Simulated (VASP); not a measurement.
Method: PBEsol GGA, VASP's PBE PAW potentials (set 64) (plane waves; VASP).

Input for VASP

POSCAR:
```
HfN
1
    0.0000000000     2.2558600000     2.2558600000
    2.2558600000     0.0000000000     2.2558600000
    2.2558600000     2.2558600000     0.0000000000
Hf N
1 1
Direct
  0.0089860000  -0.0005300000   0.0073680000
  0.4910140000   0.5005300000   0.4926320000
```

### KPOINTS
```
kpoints
0
Gamma
 10 10 10
```

**INCAR**
```
LMAXMIX = 6   # l cut-off of mixed one-centre charges
ISIF = 2   # forces and stress, cell fixed
LWAVE = .FALSE.
LASPH = .TRUE.   # aspherical one-centre terms
SYSTEM = HfN
EDIFF = 1E-6
PREC = Accurate
SIGMA = 0.05   # width (eV)
LREAL = .FALSE.   # projection in real space or not
GGA = PS
ISMEAR = 0   # Gaussian
ALGO = Normal   # blocked Davidson
NELM = 100   # most electronic steps
ENCUT = 400   # plane-wave cut-off (eV)
LCHARG = .FALSE.
```

POTCAR, in this order: Hf_pv N (PBE.64 set). Program: vasp_std.

What VASP printed:

**OSZICAR**
```
       N       E                     dE             d eps       ncg     rms          rms(c)
DAV:   1     0.288651748337E+02    0.28865E+02   -0.71284E+03 11128   0.105E+03
DAV:   2    -0.238817974738E+02   -0.52747E+02   -0.50024E+02 14379   0.221E+02
DAV:   3    -0.256345668981E+02   -0.17528E+01   -0.17302E+01 14271   0.352E+01
DAV:   4    -0.256491292572E+02   -0.14562E-01   -0.14534E-01 13101   0.321E+00
DAV:   5    -0.256493698951E+02   -0.24064E-03   -0.24055E-03 14458   0.297E-01    0.514E+01
DAV:   6    -0.230484624135E+02    0.26009E+01   -0.13731E+01 12609   0.258E+01    0.422E+01
DAV:   7    -0.229644831486E+02    0.83979E-01   -0.60416E-01 12888   0.705E+00    0.255E+01
DAV:   8    -0.229448654597E+02    0.19618E-01   -0.91258E-02 13035   0.292E+00    0.452E+00
DAV:   9    -0.229391341852E+02    0.57313E-02   -0.30919E-02 13074   0.126E+00    0.160E+00
DAV:  10    -0.229387251736E+02    0.40901E-03   -0.28247E-03 13013   0.454E-01    0.869E-02
DAV:  11    -0.229387180641E+02    0.71095E-05   -0.90977E-05 13220   0.104E-01    0.746E-02
DAV:  12    -0.229387157771E+02    0.22870E-05   -0.14001E-05 13116   0.329E-02    0.120E-02
DAV:  13    -0.229387157764E+02    0.65347E-09   -0.54397E-07  7008   0.775E-03
   1 F= -.22938716E+02 E0= -.22938246E+02  d E =-.939374E-03
```

File OUTCAR:
```
------------------------ aborting loop because EDIFF is reached ----------------------------------------
  FORCE on cell =-STRESS in cart. coord.  units (eV):
  Direction    XX          YY          ZZ          XY          YZ          ZX
  --------------------------------------------------------------------------------------
  Total       -0.9672281     -0.7365238     -0.9476365     -0.0533570     -0.0654787     -0.0219434
  in kB      -67.4952275    -51.3961922    -66.1280834     -3.7233667     -4.5692416     -1.5312557
  external PRESSURE =     -61.6731677 kB  Pullay stress =       0.0000000 kB
  volume of cell :       22.96
      direct lattice vectors                 reciprocal lattice vectors
     0.000000000  2.255860000  2.255860000    -0.221644960  0.221644960  0.221644960
     2.255860000  0.000000000  2.255860000     0.221644960 -0.221644960  0.221644960
     2.255860000  2.255860000  0.000000000     0.221644960  0.221644960 -0.221644960
 POSITION                                       TOTAL-FORCE (eV/Angst)
 -----------------------------------------------------------------------------------
      2.27129      0.03689      2.27494        -0.361621     -0.848027     -0.440596
      2.24043      2.21897      2.23678         0.361621      0.848027      0.440596
 -----------------------------------------------------------------------------------
    total drift:                               -0.000019     -0.000061     -0.000038
  FREE ENERGIE OF THE ION-ELECTRON SYSTEM (eV)
  ---------------------------------------------------
  free  energy   TOTEN  =       -22.9387157764 eV

  energy  without entropy=      -22.9377764028  energy(sigma->0) =      -22.93824609
```
(Selected blocks of OUTCAR.)

At this cut-off the stress carries a Pulay error, which pulls relaxed volumes low.

The structure comes from a computed database's HfN entry; how it stands against other phases isn't given here. The cell was not relaxed at this level, atoms are displaced from their ideal sites. The run is one of a series of settings (GGA = PS against the base run), some of them coarse on purpose. The electron count is odd and the run is not spin-polarised, which forces a metal.
